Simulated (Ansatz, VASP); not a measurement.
# Al11In10Ga11As32 (random zinc-blende (Ga, In, Al)As solid solution): VASP beside Ansatz

Wanted: the spread between two codes on one cell, functional and k mesh. The structure shown is the start of the Ansatz relaxation below; VASP solves that cell, so the two are compared at the walk's first step.

Program: Ansatz 0.2.0. Level of theory: plane waves, with VASP 6.6.1 beside it; single point at revPBE. Results are calculated unless marked as measured.

**1. Set-up**

The cell holds 64 atoms: 10 In, 32 As, 11 Ga and 11 Al. Its edges and angles: a = 11.594 Å, b = 11.594 Å, c = 11.586 Å, α = 90.0°, β = 90.0°, γ = 90.0°. As first built, before any earlier steps moved the atoms (in the runner's words): zinc-blende lattice (a = 5.777 A, the mean of the end members), 2 x 2 x 2 cells, metal sites filled at random with 11 Ga, 10 In, 11 Al; every coordinate displaced by a Gaussian of 0.07 A.

**2. Ansatz: relaxation, revPBE**

Ansatz runs on its PAW soft_1 files.

The two programs are compared at the cell with which this relaxation starts, whose forces are those of its first step.

The input, input.yaml:

```yaml
crystal:
  lattice:
    - [11.5938, 0.0018, -0.00306]
    - [0.0018, 11.59378, -0.00218]
    - [-0.00306, -0.00218, 11.58597]
  atoms:
    - { symbol: In, position: [0.99992, 0.00506, 0.99597] }
    - { symbol: As, position: [0.13251, 0.1362, 0.11874] }
    - { symbol: In, position: [0.99802, 0.25349, 0.2539] }
    - { symbol: As, position: [0.13317, 0.38136, 0.38152] }
    - { symbol: In, position: [0.25172, 0.00253, 0.25432] }
    - { symbol: As, position: [0.38252, 0.13483, 0.38276] }
    - { symbol: Ga, position: [0.25374, 0.25498, 0.99432] }
    - { symbol: As, position: [0.3752, 0.37489, 0.1265] }
    - { symbol: Ga, position: [0.99747, 0.00217, 0.50424] }
    - { symbol: As, position: [0.12602, 0.12568, 0.62256] }
    - { symbol: Ga, position: [0.00073, 0.24852, 0.74429] }
    - { symbol: As, position: [0.13084, 0.36966, 0.86482] }
    - { symbol: Ga, position: [0.25156, 0.00224, 0.74562] }
    - { symbol: As, position: [0.36963, 0.13317, 0.86497] }
    - { symbol: Al, position: [0.25268, 0.25318, 0.50328] }
    - { symbol: As, position: [0.3783, 0.37524, 0.62439] }
    - { symbol: In, position: [0.00486, 0.49741, 0.00064] }
    - { symbol: As, position: [0.14038, 0.6253, 0.12713] }
    - { symbol: In, position: [0.99898, 0.74788, 0.25648] }
    - { symbol: As, position: [0.12512, 0.87566, 0.39165] }
    - { symbol: Al, position: [0.25399, 0.49836, 0.25239] }
    - { symbol: As, position: [0.36769, 0.61824, 0.38375] }
    - { symbol: Al, position: [0.25505, 0.74607, 0.99595] }
    - { symbol: As, position: [0.37065, 0.8688, 0.11851] }
    - { symbol: Al, position: [0.0023, 0.4981, 0.49948] }
    - { symbol: As, position: [0.13177, 0.61714, 0.61824] }
    - { symbol: In, position: [0.00461, 0.75318, 0.74347] }
    - { symbol: As, position: [0.13969, 0.87552, 0.87417] }
    - { symbol: Ga, position: [0.2544, 0.49778, 0.74692] }
    - { symbol: As, position: [0.37739, 0.62285, 0.87307] }
    - { symbol: Al, position: [0.2507, 0.74812, 0.5039] }
    - { symbol: As, position: [0.37388, 0.87675, 0.62212] }
    - { symbol: In, position: [0.4999, 0.00469, 0.99575] }
    - { symbol: As, position: [0.62784, 0.13185, 0.13365] }
    - { symbol: Al, position: [0.50104, 0.25448, 0.25273] }
    - { symbol: As, position: [0.62225, 0.3743, 0.37956] }
    - { symbol: Ga, position: [0.74766, 0.00494, 0.25704] }
    - { symbol: As, position: [0.86973, 0.12176, 0.38355] }
    - { symbol: Ga, position: [0.74394, 0.25097, 0.0004] }
    - { symbol: As, position: [0.86183, 0.37626, 0.12535] }
    - { symbol: Ga, position: [0.50152, 0.00438, 0.50367] }
    - { symbol: As, position: [0.62278, 0.13098, 0.62525] }
    - { symbol: Al, position: [0.49734, 0.25142, 0.74795] }
    - { symbol: As, position: [0.61382, 0.36851, 0.87967] }
    - { symbol: Ga, position: [0.74667, 0.00545, 0.7432] }
    - { symbol: As, position: [0.86642, 0.13369, 0.86668] }
    - { symbol: Al, position: [0.74806, 0.24935, 0.50023] }
    - { symbol: As, position: [0.8812, 0.36852, 0.61519] }
    - { symbol: Al, position: [0.49592, 0.49604, 0.00059] }
    - { symbol: As, position: [0.62203, 0.6103, 0.12562] }
    - { symbol: In, position: [0.49898, 0.74612, 0.25449] }
    - { symbol: As, position: [0.62777, 0.88194, 0.38182] }
    - { symbol: Ga, position: [0.74438, 0.49548, 0.25508] }
    - { symbol: As, position: [0.86635, 0.6167, 0.3846] }
    - { symbol: In, position: [0.74497, 0.75069, 0.99992] }
    - { symbol: As, position: [0.86803, 0.88363, 0.13289] }
    - { symbol: Al, position: [0.4974, 0.49936, 0.49996] }
    - { symbol: As, position: [0.61624, 0.63123, 0.61548] }
    - { symbol: Ga, position: [0.49563, 0.75065, 0.74418] }
    - { symbol: As, position: [0.6233, 0.87653, 0.85848] }
    - { symbol: In, position: [0.74519, 0.49608, 0.74508] }
    - { symbol: As, position: [0.87638, 0.62523, 0.87212] }
    - { symbol: Al, position: [0.74674, 0.75248, 0.49987] }
    - { symbol: As, position: [0.86761, 0.88145, 0.61876] }
kpoints:
  mp_grid: { grid: [1, 1, 1] }
hamiltonian:
  xc: revpbe
  pseudopotentials: { kind: paw, azcp: { folder: soft_1 } }
scf:
  occupations: { method: gaussian, width: 0.025 }
output:
  forces: true
  eigenvalues: true
  stress: true
relax:
  f_tol: 0.05
  max_steps: 70
```

Command:

```sh
> ansatz run input.yaml --threads 4 --pin off --max-ram 8192MiB --backend cpu --events-out ev --progress --plain --runs-dir out
```

Numbers of over 12 decimals in the logs are rounded to 6 here.

What it wrote:

```text
Warning: output.stress: scf.convergence.dr2_threshold = 1e-7 eV (the SCF's general default) is looser than the 6.4e-9 eV advised for a printed stress (1e-10 eV for each atom of the cell: 64). What an SCF threshold leaves in a stress goes as its square root, and in the free energy as the threshold itself, and one threshold admits the most on a small cell: [figures from the program's tests cut] Every solve of this run  [...]
Engine: ansatz 0.2.0, aarch64-unknown-linux-gnu
Pseudopotentials: kind: paw
Pseudopotential: In, paw, valence charge 13, recommended cutoff 420 eV (normal), soft_1/In.paw.azcp
Pseudopotential: As, paw, valence charge 15, recommended cutoff 420 eV (normal), soft_1/As.paw.azcp
Pseudopotential: Ga, paw, valence charge 13, recommended cutoff 420 eV (normal), soft_1/Ga.paw.azcp
Pseudopotential: Al, paw, valence charge 3, recommended cutoff 420 eV (normal), soft_1/Al.paw.azcp
Functional definition: revPBE
  parameter kappa = 1.245
  parameter beta = 0.066725
  exchange = pbe_x(kappa = kappa, mu = beta*pi^2/3)
  correlation = pbe_c(beta = beta)
Crystal: 64 atoms, lattice volume = 1557.339 Å³
Basis set: ecut = 420 eV, 30551 PW (Γ), exchange–correlation on 160×160×160 points (8 copies of the dense FFT grid, shifted against one another)
Bands: 472, of which v1, the nominal top of the filled ones, is band 393 counted from 1 (392 counted from 0)
Symmetry: 1 space group operations
Space group: P1 (ITA 1), of the structure as read, at distance tolerance 1.2e-4 Å
k-points: 1
Non-local potential: In, projectors of the file, l = 0: 2, l = 1: 2, l = 2: 2, l = 3: 1
Non-local potential: As, projectors of the file, l = 0: 2, l = 1: 2, l = 2: 3, l = 3: 1
Non-local potential: Ga, projectors of the file, l = 0: 2, l = 1: 2, l = 2: 3, l = 3: 1
Non-local potential: Al, projectors of the file, l = 0: 2, l = 1: 2, l = 2: 1
PAW form: soft (Blöchl's): semilocal exchange-correlation on the pseudo side does not see the compensation charge
PAW frozen core: In, regenerated for the run's functional, and the local potential with it (the file was generated under x = pbe(κ = 0.804, μ = 0.219515), c = pbe(β = 0.066725))
PAW frozen core: As, regenerated for the run's functional, and the local potential with it (the file was generated under x = pbe(κ = 0.804, μ = 0.219515), c = pbe(β = 0.066725))
PAW frozen core: Ga, regenerated for the run's functional, and the local potential with it (the file was generated under x = pbe(κ = 0.804, μ = 0.219515), c = pbe(β = 0.066725))
PAW frozen core: Al, regenerated for the run's functional, and the local potential with it (the file was generated under x = pbe(κ = 0.804, μ = 0.219515), c = pbe(β = 0.066725))
PAW one-centre angular grid: In, 590 points (default); XC on 64 Gauss nodes
PAW one-centre angular grid: As, 590 points (default); XC on 64 Gauss nodes
PAW one-centre angular grid: Ga, 590 points (default); XC on 64 Gauss nodes
PAW one-centre angular grid: Al, 110 points (default); XC on 64 Gauss nodes
Initial density: superposition of atomic densities (chi_scale 0.1, normalization cell, long waves kept (reshape's long-wave potential 0.16 eV rms))
Initial wavefunctions: pseudopotential atomic-orbital guess
Functional: x = revpbe(κ = 1.245, μ = 0.219515), c = pbe(β = 0.066725)
SCF iter   1: F=—  HF=-259181.582210 eV  |F-HF|=—  |Δ(HF+E_count)|=         —  Δρ=3.99e-2  dr2=1.91e1  ethr=3.10e-3  ⟨swp⟩=6.0  Hψ=1784  notcnv=0  defer=2
preconditioner: auto → Resta (q_TF=auto, 2.434 Å⁻¹)  ε∞=3.4  [insulator: Δε(μ)=0.744 eV  Ē_g=13.243 eV  σ=0.025 eV  W_gap=1.00  n_scr=388 (ndim 8)  ℏωp=20.3 eV  f_vac=0.000  D(μ)=0.00/eV (n_scr^D=0)  ε∞_Penn≈3.4]
SCF iter   2: F=—  HF=-259179.718426 eV  |F-HF|=—  |Δ(HF+E_count)|=    1.86e0  Δρ=2.23e-2  dr2=6.40e0  ethr=2.43e-3  ⟨swp⟩=2.0  Hψ=551  notcnv=0  defer=71
SCF iter   3: F=—  HF=-259179.157856 eV  |F-HF|=—  |Δ(HF+E_count)|=   5.61e-1  Δρ=3.72e-3  dr2=4.36e-1  ethr=8.14e-4  ⟨swp⟩=2.0  Hψ=639  notcnv=0  defer=71
[...]
--- Relaxed structure (2 steps of the walk, 2 accepted, 0 SCFs on fresh bases) ---
  F+E_penalty+E_count = -259179.17399416 eV   max|allowed force component| = 4.127e-2 eV/Å
  atoms:
    - { symbol: In, position: [0.999228, 0.00441871, 0.994595] }
    - { symbol: As, position: [0.132612, 0.136324, 0.117738] }
    - { symbol: In, position: [0.998286, 0.253410, 0.254435] }
    - { symbol: As, position: [0.133646, 0.381428, 0.381818] }
    - { symbol: In, position: [0.251915, 0.0029519, 0.254635] }
    - { symbol: As, position: [0.382959, 0.135097, 0.383425] }
    - { symbol: Ga, position: [0.254250, 0.255396, 0.994124] }
    - { symbol: As, position: [0.375040, 0.374380, 0.126514] }
    - { symbol: Ga, position: [0.997655, 0.00270973, 0.504643] }
    - { symbol: As, position: [0.126061, 0.125714, 0.622783] }
    - { symbol: Ga, position: [0.00108991, 0.248299, 0.744758] }
    - { symbol: As, position: [0.131250, 0.369433, 0.864437] }
    - { symbol: Ga, position: [0.251524, 0.00230797, 0.745030] }
    - { symbol: As, position: [0.369034, 0.133177, 0.864565] }
    - { symbol: Al, position: [0.252340, 0.252852, 0.503616] }
    - { symbol: As, position: [0.378166, 0.375140, 0.624311] }
    - { symbol: In, position: [0.00511494, 0.496680, 0.000944836] }
    - { symbol: As, position: [0.140849, 0.625546, 0.126828] }
    - { symbol: In, position: [0.999156, 0.747062, 0.256601] }
    - { symbol: As, position: [0.125266, 0.875962, 0.392655] }
    - { symbol: Al, position: [0.254023, 0.498064, 0.252003] }
    - { symbol: As, position: [0.367260, 0.617873, 0.384160] }
    - { symbol: Al, position: [0.255182, 0.745522, 0.995062] }
    - { symbol: As, position: [0.370661, 0.868621, 0.118074] }
    - { symbol: Al, position: [0.00207171, 0.497908, 0.499394] }
    - { symbol: As, position: [0.132214, 0.616352, 0.618038] }
    - { symbol: In, position: [0.0045807, 0.753520, 0.742763] }
    - { symbol: As, position: [0.140438, 0.875403, 0.873897] }
    - { symbol: Ga, position: [0.254799, 0.497891, 0.747060] }
    - { symbol: As, position: [0.378021, 0.622666, 0.872492] }
    - { symbol: Al, position: [0.251195, 0.748297, 0.504346] }
    - { symbol: As, position: [0.374097, 0.877112, 0.622113] }
    - { symbol: In, position: [0.500397, 0.00552927, 0.995872] }
    - { symbol: As, position: [0.628367, 0.132307, 0.133956] }
    - { symbol: Al, position: [0.501015, 0.254645, 0.252789] }
    - { symbol: As, position: [0.622385, 0.374318, 0.380063] }
    - { symbol: Ga, position: [0.747310, 0.00539162, 0.257271] }
    - { symbol: As, position: [0.869645, 0.121602, 0.384149] }
    - { symbol: Ga, position: [0.744151, 0.250824, 0.000121309] }
    - { symbol: As, position: [0.861131, 0.376103, 0.125339] }
    - { symbol: Ga, position: [0.501331, 0.00419252, 0.503864] }
    - { symbol: As, position: [0.622582, 0.130929, 0.625018] }
    - { symbol: Al, position: [0.497382, 0.251243, 0.747655] }
    - { symbol: As, position: [0.613687, 0.368059, 0.879829] }
    - { symbol: Ga, position: [0.746850, 0.00602711, 0.743081] }
    - { symbol: As, position: [0.865920, 0.134505, 0.866354] }
    - { symbol: Al, position: [0.747939, 0.249480, 0.500501] }
    - { symbol: As, position: [0.881728, 0.367902, 0.615400] }
    - { symbol: Al, position: [0.495309, 0.495733, 0.000199233] }
    - { symbol: As, position: [0.621959, 0.609311, 0.125540] }
    - { symbol: In, position: [0.499486, 0.746401, 0.255175] }
    - { symbol: As, position: [0.627797, 0.882497, 0.382090] }
    - { symbol: Ga, position: [0.744385, 0.495401, 0.255451] }
    - { symbol: As, position: [0.865566, 0.616047, 0.385102] }
    - { symbol: In, position: [0.744014, 0.751464, 1.000718] }
    - { symbol: As, position: [0.867940, 0.884149, 0.133640] }
    - { symbol: Al, position: [0.497516, 0.499232, 0.500160] }
    - { symbol: As, position: [0.615879, 0.631980, 0.615273] }
    - { symbol: Ga, position: [0.495322, 0.750943, 0.744195] }
    - { symbol: As, position: [0.623532, 0.876781, 0.857737] }
    - { symbol: In, position: [0.744313, 0.495498, 0.744139] }
    - { symbol: As, position: [0.875748, 0.625242, 0.872201] }
    - { symbol: Al, position: [0.746856, 0.752569, 0.499659] }
    - { symbol: As, position: [0.866985, 0.881996, 0.618480] }
```

**3. VASP: single point, revPBE, start cell, pair 1**

The same cell, functional, mesh and smearing now go to VASP, with its own data sets.

Lines of VASP's logs that name or quote its potential files are left out, and so is its time.

The input, INCAR:

```
SYSTEM = Al11In10Ga11As32
PREC = Accurate
ENCUT = 400
EDIFF = 1E-06
NELM = 120
ISMEAR = 0
SIGMA = 0.025
LREAL = Auto
ALGO = Normal
GGA = RE
NBANDS = 280
LORBIT = 11
LWAVE = .FALSE.
LCHARG = .FALSE.
ISIF = 2
LASPH = .TRUE.
GGA_COMPAT = .FALSE.
EFERMI = MIDGAP
NCORE = 2
```

The input, POSCAR:

```
Al11In10Ga11As32
1.0
   11.5938000000      0.0018000000     -0.0030600000
    0.0018000000     11.5937800000     -0.0021800000
   -0.0030600000     -0.0021800000     11.5859700000
In As Ga Al
10 32 11 11
Direct
    0.9999170727      0.0050605896      0.9959693300
    0.9980179623      0.2534942939      0.2539024831
    0.2517184770      0.0025273319      0.2543227514
    0.0048566140      0.4974126342      0.0006386363
    0.9989769229      0.7478804127      0.2564815245
    0.0046075749      0.7531807985      0.7434730138
    0.4998998220      0.0046896627      0.9957508881
    0.4989766714      0.7461204747      0.2544934443
    0.7449678712      0.7506903597      0.9999176682
    0.7451902733      0.4960834973      0.7450788967
    0.1325120472      0.1362040964      0.1187386478
    0.1331729885      0.3813589696      0.3815165128
    0.3825172561      0.1348262507      0.3827616008
    0.3752015989      0.3748907099      0.1265034674
    0.1260224262      0.1256820761      0.6225598388
    0.1308441555      0.3696594030      0.8648223878
    0.3696292076      0.1331679834      0.8649704230
    0.3783000569      0.3752426070      0.6243910201
    0.1403822271      0.6253029167      0.1271272694
    0.1251205188      0.8756616555      0.3916540273
    0.3676932003      0.6182431199      0.3837462820
    0.3706462757      0.8688013041      0.1185078301
    0.1317670625      0.6171421736      0.6182433216
    0.1396866460      0.8755172394      0.8741724749
    0.3773870901      0.6228532874      0.8730656669
    0.3738830693      0.8767531582      0.6221192877
    0.6278417471      0.1318518421      0.1336537755
    0.6222539403      0.3742961651      0.3795642542
    0.8697281737      0.1217610334      0.3835524179
    0.8618318657      0.3762639931      0.1253462128
    0.6227792004      0.1309790280      0.6252468493
    0.6138219101      0.3685090447      0.8796658066
    0.8664209672      0.1336863221      0.8666812260
    0.8811967733      0.3685213076      0.6151923265
    0.6220295212      0.6102974353      0.1256203718
    0.6277735407      0.8819386234      0.3818190115
    0.8663481193      0.6166995585      0.3846027074
    0.8680343039      0.8836313301      0.1328919807
    0.6162386072      0.6312292041      0.6154824991
    0.6233029033      0.8765259941      0.8584795346
    0.8763773106      0.6252338530      0.8721190133
    0.8676108609      0.8814542975      0.6187635959
    0.2537376566      0.2549824893      0.9943174632
    0.9974675321      0.0021739080      0.5042440978
    0.0007271293      0.2485230225      0.7442919328
    0.2515635578      0.0022402224      0.7456237733
    0.2544023151      0.4977815998      0.7469174903
    0.7476563038      0.0049435623      0.2570435281
    0.7439363694      0.2509674830      0.0003990649
    0.5015209296      0.0043812519      0.5036733398
    0.7466718750      0.0054491432      0.7432003272
    0.7443796407      0.4954825943      0.2550807532
    0.4956292181      0.7506464829      0.7441805075
    0.2526768030      0.2531825116      0.5032832925
    0.2539870670      0.4983614516      0.2523883307
    0.2550505153      0.7460735043      0.9959465539
    0.0022970755      0.4981019769      0.4994828134
    0.2507025586      0.7481207374      0.5039023969
    0.5010363545      0.2544768902      0.2527270424
    0.4973379029      0.2514223429      0.7479537712
    0.7480620559      0.2493530140      0.5002285229
    0.4959210025      0.4960425868      0.0005868211
    0.4973978353      0.4993621230      0.4999590580
    0.7467418066      0.7524763787      0.4998740225
```

The input, KPOINTS:

```
Automatic mesh
0
Gamma
1 1 1
0 0 0
```

PAW data sets: In_d, As, Ga_d and Al (PBE family, release 64).

Command:

```sh
> mpirun -np 8 vasp_gam
```

What it wrote:

```text
[banner, memory and clock lines left out]
running    8 mpi-ranks, on    1 nodes
[...]
|                                                                             |
|               ----> ADVICE to this user running VASP <----                  |
|                                                                             |
|     You enforced a specific xc type in the INCAR file but a different       |
|     [... a line on the potential file left out ...]
|     I HOPE YOU KNOW WHAT YOU ARE DOING!                                     |
|                                                                             |

 LDA part: xc-table for (Slater+PW92), standard interpolation
 POSCAR, INCAR and KPOINTS ok, starting setup
[...]
entering main loop
       N       E                     dE             d eps       ncg     rms          rms(c)
DAV:   1     0.663725960059E+04    0.66373E+04   -0.16161E+05   560   0.185E+03
DAV:   2     0.156015624903E+04   -0.50771E+04   -0.49234E+04   568   0.550E+02
DAV:   3     0.144785844214E+02   -0.15457E+04   -0.14443E+04   704   0.238E+02
DAV:   4    -0.231971848061E+03   -0.24645E+03   -0.22743E+03   688   0.894E+01
[...]
DAV:  16    -0.247030567591E+03   -0.35512E-05   -0.13338E-05   568   0.210E-02    0.481E-03
DAV:  17    -0.247030570033E+03   -0.24420E-05   -0.85716E-06   496   0.136E-02    0.345E-03
DAV:  18    -0.247030570785E+03   -0.75177E-06   -0.29079E-06   400   0.702E-03
   1 F= -.24703057E+03 E0= -.24703057E+03  d E =-.255343E-82
```

Parts of OUTCAR (step 3):

```text
  Total       39.3993217     39.3360475     39.4015283     -0.1301516     -0.0074774      0.1538441
  in kB       40.5336884     40.4685924     40.5359586     -0.1338989     -0.0076927      0.1582735
  external PRESSURE =      40.5127465 kB  Pullay stress =       0.0000000 kB

 POSITION                                       TOTAL-FORCE (eV/Angst)
 -----------------------------------------------------------------------------------
     11.58980      0.05830     11.53620        -0.031859     -0.039332     -0.045843
     11.57050      2.94020      2.93810         0.013154     -0.002705      0.035805
      2.91760      0.02920      2.94580         0.004124      0.011288      0.017141
      0.05720      5.76690      0.00630         0.023124     -0.039530      0.028449
     11.58250      8.67200      2.96690         0.009542     -0.041501     -0.035687
      0.05250      8.73060      8.61220         0.001102      0.032688     -0.027464
      5.79270      0.05310     11.53520         0.018062      0.032160      0.024238
      5.78560      8.65070      2.94540         0.031811      0.041637      0.035937
      8.63530      8.70250     11.58110        -0.042568      0.035439      0.030602
      8.63820      5.75120      8.62910        -0.034049     -0.025238     -0.035485
      1.53620      1.57910      1.37500         0.030982      0.032146     -0.027188
      1.54350      4.42080      4.41900         0.034738      0.000560      0.012865
      4.43390      1.56300      4.43320         0.028109      0.002109      0.033972
      4.35030      4.34680      1.46370        -0.033250     -0.042232     -0.016287
[...]
-----------------------------------------------------------------------------------
    total drift:                                0.014552     -0.017051      0.019495

  FREE ENERGIE OF THE ION-ELECTRON SYSTEM (eV)
  ---------------------------------------------------
  free  energy   TOTEN  =      -247.0305707851 eV

  energy  without entropy=     -247.0305707851  energy(sigma->0) =     -247.03057079

[... 2 further parts left out ...]
```

The run ends at a pressure of 4.05 GPa, with forces up to 0.083 eV/Å.

(Continued in part 2 of 3.)

[Lines on the potential files, build, host, timing and source positions are cut from VASP's logs without a mark.]

[Logs are printed without paths, hosts, clocks, repeated set-up lines and the standing remarks that a program may print on its own settings, such as how far it seeks lower states.]

[Hosts, paths, dates, database ids (printed as entryN), source tags and the programs' standing remarks are cut or masked in the printed files.]
